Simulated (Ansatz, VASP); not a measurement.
## Re (Rhenium) in two plane-wave programs

One calculation is typed for both programs; each brings its own data sets. How far apart do they land? The structure shown is the end of the Ansatz relaxation below.

Main program and level: Ansatz 0.2.0; plane waves, with VASP 6.6.1 beside it; single point at LDA.

## (1) The starting structure

Symmetry: P6_3/mmc, No. 194, hexagonal system. Conventional cell: a = 2.642 Å, b = 2.642 Å, c = 4.266 Å, α = 90.00°, β = 90.00°, γ = 120.00°. Nearest to Re lie 12 Re at 2.62 to 2.64 Å.

Structure file:

```cif
data_structure
_symmetry_space_group_name_H-M 'P6_3/mmc'
_symmetry_Int_Tables_number 194
_cell_length_a 2.6425
_cell_length_b 2.6425
_cell_length_c 4.2657
_cell_angle_alpha 90.000
_cell_angle_beta 90.000
_cell_angle_gamma 120.000
_cell_volume 25.80
loop_
_atom_site_label
_atom_site_type_symbol
_atom_site_symmetry_multiplicity
_atom_site_Wyckoff_symbol
_atom_site_fract_x
_atom_site_fract_y
_atom_site_fract_z
_atom_site_occupancy
Re1 Re 2 c 0.33333 0.66667 0.25000 1
```

## (2) Ansatz: relaxation, LDA

Ansatz runs on its PAW soft_1 files.

This run makes the geometry at which the two programs are then compared.

Input file input.yaml:

```yaml
crystal:
  lattice:
    - [2.6424663997, 0.0, 0.0]
    - [-1.3212331998, 2.2884430308, 0.0]
    - [0.0, 0.0, 4.2656879232]
  atoms:
    - { symbol: Re, position: [0.3333333333, 0.6666666667, 0.25] }
    - { symbol: Re, position: [0.6666666667, 0.3333333333, 0.75] }
kpoints:
  mp_grid: { grid: [18, 18, 12] }
hamiltonian:
  xc: lda
  pseudopotentials: { kind: paw, azcp: { folder: soft_1 }, xc_functional: pbe }
scf:
  occupations: { method: methfessel_paxton, width: 0.2 }
output:
  forces: true
  stress: true
  eigenvalues: true
relax:
  adjacent_minimum: "off"
  f_tol: 0.001
  max_steps: 60
  cell: { stress_tol: 0.01, fix: [volume] }
```

Run with:

```console
$ ansatz run input.yaml --threads 4 --pin off --max-ram 10240MiB --backend cpu --events-out ev --progress --plain --runs-dir out
```

Numbers of over 12 decimals in the logs are rounded to 6 here.

The log of the run:

```text
Engine: ansatz 0.2.0, aarch64-unknown-linux-gnu
Pseudopotentials: kind: paw
Pseudopotential: Re, paw, valence charge 15, recommended cutoff 420 eV (normal), soft_1/Re.paw.azcp
Functional definition: SPW92
  exchange = slater_x
  correlation = pw_c
Crystal: 2 atoms, lattice volume = 25.795 Å³
Basis set: ecut = 420 eV, 537 PW (Γ)
Bands: 19, of which v1, the nominal top of the filled ones, is band 15 counted from 1 (14 counted from 0)
Symmetry: 24 space group operations
Space group: P63/mmc (ITA 194), of the structure as read, at distance tolerance 3.0e-5 Å
k-points: 259 of 3888
Non-local potential: Re, projectors of the file, l = 0: 3, l = 1: 2, l = 2: 2, l = 3: 1
PAW form: soft (Blöchl's): semilocal exchange-correlation on the pseudo side does not see the compensation charge
PAW frozen core: Re, regenerated for the run's functional, and the local potential with it (the file was generated under x = pbe(κ = 0.804, μ = 0.219515), c = pbe(β = 0.066725))
PAW one-centre angular grid: Re, 590 points (default); XC on 64 Gauss nodes
Initial density: superposition of atomic densities (chi_scale 0.1, normalization cell)
Initial wavefunctions: pseudopotential atomic-orbital guess
Functional: x = slater, c = lda
SCF iter   1: F=—  HF=-21217.017805 eV  |F-HF|=—  |Δ(HF+E_count)|=         —  Δρ=5.72e-2  dr2=6.78e-1  ethr=3.10e-3  ⟨swp⟩=4.8  Hψ=19852  notcnv=0
preconditioner: auto → none  [metal: Δε(μ)=0.006 eV  Ē_g=7.381 eV  σ=0.200 eV  W_gap=0.03  n_scr=8 (ndim 8)  ℏωp=27.4 eV  f_vac=0.000  D(μ)=1.31/eV (n_scr^D=10)  sad-step TF]
SCF iter   2: F=—  HF=-21216.813194 eV  |F-HF|=—  |Δ(HF+E_count)|=   2.05e-1  S|Δr|=    0.00e0  Δρ=3.31e-2  dr2=2.17e-1  ethr=2.26e-3  ⟨swp⟩=2.0  Hψ=7875  notcnv=0  defer=11
SCF iter   3: F=—  HF=-21216.722418 eV  |F-HF|=—  |Δ(HF+E_count)|=   9.08e-2  S|Δr|=    0.00e0  Δρ=1.39e-3  dr2=2.53e-4  ethr=7.22e-4  ⟨swp⟩=3.0  Hψ=9559  notcnv=0  defer=11
SCF iter   4: F=—  HF=-21216.722495 eV  |F-HF|=—  |Δ(HF+E_count)|=   7.69e-5  S|Δr|=    0.00e0  Δρ=1.88e-4  dr2=8.61e-6  ethr=8.42e-7  ⟨swp⟩=2.0  Hψ=6907  notcnv=0  defer=11
SCF iter   5: F=—  HF=-21216.722491 eV  |F-HF|=—  |Δ(HF+E_count)|=   3.93e-6  S|Δr|=    0.00e0  Δρ=2.51e-5  dr2=1.15e-7  ethr=2.87e-8  ⟨swp⟩=2.0  Hψ=6782  notcnv=0  defer=11
SCF iter   6: F=-21216.722491 eV  HF=-21216.722491 eV  |F-HF|=2.15e-9  |Δ(HF+E_count)|=   8.76e-9  S|Δr|=    0.00e0  Δρ=5.32e-6  dr2=4.83e-9  ethr=3.33e-10  ⟨swp⟩=5.1  Hψ=19187  notcnv=0
SCF 1 converged in 6 iterations: F = -21216.722491 eV  dr2 = 4.83e-9
  greatest PAW one-centre occupation: 0.999 electrons in one spin orbital (limit 2), on the Re atom at site 1 (counted from 0), in its partial waves of l = 0
relax step   1: F+E_penalty+E_count = -21216.72249089 eV  Δ(F+E_penalty+E_count) = +0.000e0 eV  max|allowed force component| = 2.776e-17 eV/Å  Δτ_max = 0.0000 Å  P = +53.736 GPa  Ω = 25.795 Å³  fix = [volume]  reactions: volume +53.736 GPa  (6 SCF iters, dr2 threshold 1.00e-7 eV, accepted)
Initial density: handed on by an earlier stage of this run
Initial wavefunctions: pseudopotential atomic-orbital guess (no wavefunctions were taken with the density)
iter 1 solved again at ethr=1.82e-8 eV; its pass at ethr=3.10e-3 eV (dr2=5.46e-6 eV) is discarded
SCF iter   1: F=—  HF=-21216.722491 eV  |F-HF|=—  |Δ(HF+E_count)|=         —  Δρ=5.38e-6  dr2=4.88e-9  ethr=1.82e-8  ⟨swp⟩=3.6  Hψ=35189  notcnv=0
preconditioner: auto → none  [metal: Δε(μ)=0.011 eV  Ē_g=7.152 eV  σ=0.200 eV  W_gap=0.05  n_scr=8 (ndim 8)  ℏωp=27.4 eV  f_vac=0.000  D(μ)=1.41/eV (n_scr^D=22)]
SCF iter   2: F=—  HF=-21216.722491 eV  |F-HF|=—  |Δ(HF+E_count)|=   2.92e-7  S|Δr|=    0.00e0  Δρ=1.90e-6  dr2=4.09e-10  ethr=1.63e-11  ⟨swp⟩=2.4  Hψ=8759  notcnv=0
SCF iter   3: F=—  HF=-21216.722491 eV  |F-HF|=—  |Δ(HF+E_count)|=  8.73e-11  S|Δr|=    0.00e0  Δρ=4.28e-7  dr2=1.44e-11  ethr=1.36e-12  ⟨swp⟩=2.3  Hψ=6450  notcnv=0
SCF iter   4: F=-21216.722491 eV  HF=-21216.722491 eV  |F-HF|=1.46e-11  |Δ(HF+E_count)|=    0.00e0  S|Δr|=    0.00e0  Δρ=4.58e-8  dr2=4.10e-13  ethr=1.00e-12  ⟨swp⟩=5.1  Hψ=19478  notcnv=0
SCF 2 converged in 4 iterations: F = -21216.722491 eV  dr2 = 4.10e-13
relax step   2: F+E_penalty+E_count = -21216.72249089 eV  Δ(F+E_penalty+E_count) = -1.066e-9 eV  max|allowed force component| = 2.082e-17 eV/Å  Δτ_max = 0.0000 Å  P = +53.736 GPa  Ω = 25.795 Å³  fix = [volume]  reactions: volume +53.736 GPa  stress off target by 2.97e-3 GPa on what of the cell is left free  SCF on the basis re-selected at this cell (its energy is not comparable with the rows above)  (4 SCF iters)
basis re-selected at this cell: Δ(F+E_penalty+E_count) = -1.066e-9 eV, ΔP = +0.000 GPa vs the last step (what re-selecting the basis moved, of the pressure what is left beyond the Pulay correction that the steps carried, after the strain that the cell walked since its last selection, with what the two solves' SCF thresholds leave and, on support functions, any second-order correction that the steps lacked; it is no m [...]
SCF converged after 4 iterations
Stability not checked: this state was not tested for a lower state beside it, because cold or Methfessel-Paxton smearing, or corrected tetrahedra, fill the levels in a way that the test cannot read (fill_not_monotonic; see scf.lower_state_search)
Free energy (F): -21216.722491 eV
Harris-Foulkes:  -21216.722491 eV  (|F-HF|=1.46e-11)
Internal energy: -21216.722638 eV  (E = F + TS)
E sigma→0 (E₀):  -21216.722528 eV
Entropy (-TS):   0.000147 eV (0.074 meV/atom)
Fermi energy:    27.568568 eV
Step filling:    the computed levels leave a gap of 0.0081 eV = 0.0 smearing widths at the electron count; against every level under it full and every level over it empty, smearing changes F+E_penalty+E_count by -0.134 meV and its σ→0 estimate by -0.171 meV
--- Per-component energies (eV) ---
  E_band       = -41.257469
  E_kinetic    = 1065.545121
  E_local      = -1338.950064  (includes V_loc(G=0)·N_el)
  E_nonlocal   = 173.545559
  E_hartree    = 482.086191
  E_xc         = -714.672809
  E_vxc        = -589.194719  (∫ρ·V_xc dr)
  E_paw        = -16894.878238  (= ΣΔE_a)
  E_vpaw       = -316.375846  (= ΣTr[D̂ρ^β])
  E_aug_tail   = 0.000125  (compensation charges beyond the density's cutoff)
  E_ewald      = -3990.036863
  E_core_change = 0.638340  (= ΣΔE_core)
  E_smearing   = 0.000147  (= −TS)
  E_closure    = -0.000000  (closes the sum)
  Σ components = -21216.722491   (vs F -21216.722491, Δ=0.00e0)
--- Forces (eV/Å), atoms counted from 1 ---
  atom   1  Re     0.00000000    -0.00000000     0.00000000
  atom   2  Re     0.00000000     0.00000000     0.00000000
  max |Σ_I F_I| component: 2.78e-17 eV/Å
--- Stress (GPa, compression-positive) ---
       53.737240      -0.000000       0.000000
       -0.000000      53.737240       0.000000
        0.000000       0.000000      53.732791
  P = ⅓ Tr σ = 53.7358 GPa (537.358 kbar)
--- Band table (eV; the first three rows and the last of 259) ---
  k-point 0: bands = [... 11 lower, 25.5824, 25.6077, 26.6120, 26.6120, 27.7181, 27.7181, 28.7183, 31.5374]
  k-point 1: bands = [... 11 lower, 25.5302, 25.5481, 26.5459, 26.5459, 27.8644, 27.8644, 28.4373, 31.5596]
  k-point 2: bands = [... 11 lower, 25.4192, 25.4192, 26.3673, 26.3673, 27.7144, 28.2522, 28.2522, 31.5953]
  k-point 258: bands = [... 11 lower, 23.2199, 25.2577, 25.2577, 27.5488, 27.5488, 31.5378, 31.5378, 38.7863]
--- Relaxed structure (1 steps of the walk, 1 accepted, 1 SCFs on fresh bases) ---
  F+E_penalty+E_count = -21216.72249089 eV   max|allowed force component| = 2.082e-17 eV/Å   (the final SCF, on the basis selected at the relaxed cell)
  cell:  # Å, volume = 25.7952 Å³
    - [2.642466, -2.886748752122174e-11, 0.0]
    - [-1.321233, 2.288443, 0.0]
    - [0.0, 0.0, 4.2656879232]
  atoms:
    - { symbol: Re, position: [0.333333, 0.666667, 0.250000] }
    - { symbol: Re, position: [0.666667, 0.333333, 0.750000] }
```

Reading the cycles: dr2 is the Hartree energy of the density residual (eV), the measure of convergence; HF is the Harris–Foulkes estimate of the energy, which meets the free energy F at convergence.

## (3) VASP: single point, LDA

The same cell, functional (in two slightly different forms), mesh and smearing now go to VASP, with its own data sets.

Lines of VASP's logs that name or quote its potential files are left out, and so is its time.

Input file INCAR:

```
SYSTEM = Re
PREC = Accurate
ENCUT = 600
EDIFF = 1E-06
NELM = 120
ISMEAR = 1
SIGMA = 0.2
LREAL = .FALSE.
ALGO = Normal
GGA = CA
NBANDS = 13
LASPH = .TRUE.
LORBIT = 11
LWAVE = .FALSE.
LCHARG = .FALSE.
ISIF = 2
GGA_COMPAT = .FALSE.
KPAR = 2
```

Input file POSCAR:

```
Re
1.0
    2.6424663997      0.0000000000      0.0000000000
   -1.3212331998      2.2884430308      0.0000000000
    0.0000000000      0.0000000000      4.2656879232
Re
2
Direct
    0.3333333333      0.6666666667      0.2500000000
    0.6666666667      0.3333333333      0.7500000000
```

Input file KPOINTS:

```
Automatic mesh
0
Gamma
18 18 12
0 0 0
```

Potentials, in the order of the species: Re (LDA family, release 64).

Run with:

```console
$ mpirun -np 2 vasp_std
```

The log of the run:

```text
[banner, memory and clock lines left out]
running    2 mpi-ranks, on    1 nodes
 distrk:  each k-point on    1 cores,    2 groups
 distr:  one band on    1 cores,    1 groups

 POSCAR found type information on POSCAR Re
 POSCAR found :  1 types and       2 ions
 LDA part: xc-table for (Slater(with rela. corr.)+CA(PZ))
 , standard interpolation
 POSCAR, INCAR and KPOINTS ok, starting setup
 FFT: planning ... GRIDC
 FFT: planning ... GRID_SOFT
 FFT: planning ... GRID
 WAVECAR not read
 entering main loop
       N       E                     dE             d eps       ncg     rms          rms(c)
DAV:   1     0.131332997224E+03    0.13133E+03   -0.65077E+03  7363   0.127E+03
DAV:   2    -0.190341316193E+02   -0.15037E+03   -0.13199E+03 10327   0.461E+02
DAV:   3    -0.281350248355E+02   -0.91009E+01   -0.79403E+01 11177   0.156E+02
DAV:   4    -0.283136850202E+02   -0.17866E+00   -0.17506E+00 11074   0.128E+01
DAV:   5    -0.283147760503E+02   -0.10910E-02   -0.10906E-02 11094   0.157E+00    0.540E+01
DAV:   6    -0.274121599704E+02    0.90262E+00   -0.52457E-01 11494   0.121E+01    0.263E+01
DAV:   7    -0.270535681629E+02    0.35859E+00   -0.48728E-01 11504   0.111E+01    0.694E-01
DAV:   8    -0.270468623436E+02    0.67058E-02   -0.43006E-03 10565   0.639E-01    0.173E-01
DAV:   9    -0.270458005579E+02    0.10618E-02   -0.67599E-04 10331   0.290E-01    0.405E-02
DAV:  10    -0.270458164204E+02   -0.15863E-04   -0.49591E-05 11271   0.632E-02    0.220E-02
DAV:  11    -0.270458137432E+02    0.26772E-05   -0.61949E-07  6422   0.190E-02    0.312E-03
DAV:  12    -0.270458137180E+02    0.25191E-07   -0.24602E-07  5387   0.775E-03
   1 F= -.27045814E+02 E0= -.27045853E+02  d E =0.118444E-03
```

OUTCAR, selected parts (step 3):

```text
ion  position               nearest neighbor table
   1  0.333  0.667  0.250-   2 2.62   2 2.62   2 2.62   2 2.62   2 2.62   2 2.62
   2  0.667  0.333  0.750-   1 2.62   1 2.62   1 2.62   1 2.62   1 2.62   1 2.62

  LATTYP: Found a hexagonal cell.
 ALAT       =     2.6424663997
 C/A-ratio  =     1.6142827488

 Subroutine GETGRP returns: Found 24 space group operations
 (whereof 12 operations were pure point group operations)

The static configuration has the point symmetry D_3d.
 The point group associated with its full space group is D_6h.

 Found    259 irreducible k-points:

   k-points           NKPTS =    259   k-points in BZ     NKDIM =    259   number of bands    NBANDS=     13

   dimension x,y,z NGX =    24 NGY =   24 NGZ =   36
   dimension x,y,z NGXF=    48 NGYF=   48 NGZF=   72

   ENCUT  =  600.0 eV  44.10 Ry    6.64 a.u.   5.28  5.28  8.52*2*pi/ulx,y,z

   NELECT =      14.0000    total number of electrons

 k-points in reciprocal lattice and weights: Automatic mesh
   0.00000000  0.00000000  0.00000000       0.000
   0.05555556  0.00000000  0.00000000       0.002
   0.11111111  0.00000000  0.00000000       0.002
   0.16666667  0.00000000  0.00000000       0.002
   0.22222222  0.00000000  0.00000000       0.002
   0.27777778  0.00000000  0.00000000       0.002
   0.33333333  0.00000000  0.00000000       0.002
   0.38888889  0.00000000  0.00000000       0.002
   0.44444444  0.00000000  0.00000000       0.002
[...]
0.33333333  0.27777778  0.50000000       0.003
   0.33333333  0.33333333  0.50000000       0.001

 average (electrostatic) potential at core
       1 -37.4006       2 -37.4006

 E-fermi :   9.6046

 k-point     1 :       0.0000    0.0000    0.0000
  band No.  band energies     occupation
    ...
      3       7.6033      2.00000
      4       7.6033      2.00000
      5       7.6274      2.00000
      6       8.6387      2.00000
      7       8.6387      2.00000
      8       9.7524      0.05455
      9       9.7524      0.05455
     10      10.7477     -0.00000
     11      13.5905     -0.00000
     12      13.5905     -0.00000
    ...

 k-point     2 :       0.0556    0.0000    0.0000
  band No.  band energies     occupation
    ...
      5       8.0082      2.00000
      6       8.5267      2.00000
      7       8.7715      2.00000
      8       9.5005      1.76262
      9       9.6279      0.80482
     10      10.2420     -0.00006
     11      13.6825      0.00000
     12      14.3416      0.00000
     13      21.5054      0.00000

 k-point     3 :       0.1111    0.0000    0.0000
  band No.  band energies     occupation
    ...
      5       8.1649      2.00000
      6       8.5015      2.00000
      7       8.5233      2.00000
      8       9.1645      2.00793
      9       9.3035      2.05477
     10       9.7679      0.01181
     11      13.9109      0.00000
     12      15.7902      0.00000
     13      21.5200      0.00000

  Total        9.2514000      9.2514000      9.2264206      0.0000000      0.0000000      0.0000000
  in kB      574.6182084    574.6182084    573.0666991      0.0000000      0.0000000      0.0000000
  external PRESSURE =     574.1010386 kB  Pullay stress =       0.0000000 kB

  energy-cutoff  :      600.00
  volume of cell :       25.80
      direct lattice vectors                 reciprocal lattice vectors
     2.642466400  0.000000000  0.000000000     0.378434329  0.218489162  0.000000000
    -1.321233200  2.288443031  0.000000000     0.000000000  0.436978324  0.000000000
     0.000000000  0.000000000  4.265687923     0.000000000  0.000000000  0.234428776

 POSITION                                       TOTAL-FORCE (eV/Angst)
 -----------------------------------------------------------------------------------
     -0.00000      1.52563      1.06642         0.000000      0.000000      0.000000
      1.32123      0.76281      3.19927        -0.000000     -0.000000      0.000000
 -----------------------------------------------------------------------------------
    total drift:                                0.000000      0.000000     -0.000000

  FREE ENERGIE OF THE ION-ELECTRON SYSTEM (eV)
  ---------------------------------------------------
  free  energy   TOTEN  =       -27.0458137180 eV

  energy  without entropy=      -27.0459321619  energy(sigma->0) =      -27.04585320

 total charge
# of ion       s       p       d       tot
------------------------------------------
    1        0.700   0.798   5.204   6.703
    2        0.700   0.798   5.204   6.703
--------------------------------------------------
tot          1.400   1.597  10.408  13.405

[... 3 further parts left out ...]
```

The data set Re keeps the semicore shell frozen, which is cheaper and a little less accurate.

## (4) Side by side

Known differences besides the potentials themselves: the two LDA forms differ slightly; the data sets hold 30 valence electrons in Ansatz (on its PAW soft_1 files) and 14 in VASP; the cutoff is 420 eV in Ansatz and 600 eV in VASP; VASP's log shows a relativistic correction to its local exchange, Ansatz's none; Ansatz's pressure holds a Pulay correction, VASP's none. Total energies have different zeros and are not compared.

Both answers:

| quantity | Ansatz | VASP | difference |
| --- | --- | --- | --- |
| pressure (GPa) | 53.74 | 57.41 | -3.67 |

## (5) Summary of results

- difference in pressure (single point, LDA): -3.7 GPa

**Reading.** The difference in pressure is -3.7 GPa (single point, LDA), beyond the 1 GPa picked in this series as the mark of a large difference. The data sets hold unlike numbers of valence electrons (30 in Ansatz and 14 in VASP), so part of the differences comes from the potentials. What causes the difference of the single point, LDA pair stays open here. Such differences can come from data sets, numerical settings and the points named under the comparisons, not from the functional's error against experiment.

[Lines on the potential files, build, host, timing and source positions are cut from VASP's logs without a mark.]

[Logs are printed without paths, hosts, clocks, repeated set-up lines and the standing remarks that a program may print on its own settings, such as how far it seeks lower states.]

[Hosts, paths, dates, database ids (printed as entryN), source tags and the programs' standing remarks are cut or masked in the printed files.]
